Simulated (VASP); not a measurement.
Here is the system:

```
K
1.0
   -2.64000     2.64000     2.64000
    2.64000    -2.64000     2.64000
    2.64000     2.64000    -2.64000
K
1
Direct
  0.00000   0.00000   0.00000
```

Method: PBEsol GGA, VASP's PBE PAW potentials (set 64) (plane waves; VASP 6.6.1). Settings: 400 eV cut-off, 9×9×9 Γ-centred mesh, first-order Methfessel-Paxton smearing of 0.10 eV, potentials K_sv.

Energy and stress use the plane-wave basis of the starting cell.

**Question.** The ions, cell shape and volume are relaxed. Which structure does the run end with?

**Answer.** 
```
K
1.0
   -2.60615     2.60615     2.60615
    2.60615    -2.60615     2.60615
    2.60615     2.60615    -2.60615
K
1
Direct
  0.00000   0.00000   0.00000
```
Space group Im-3m (229), at a tolerance of 0.03 Å.

**Question.** How do energy and volume change from the first to the last step?

**Answer.** The energy (σ→0) changes by -1.3 meV/atom and the volume by -3.8 %, in 5 ionic steps.

The compound is K in the bcc structure. This run relaxes it. Symmetry was kept, so distortions that lower it aren't found.
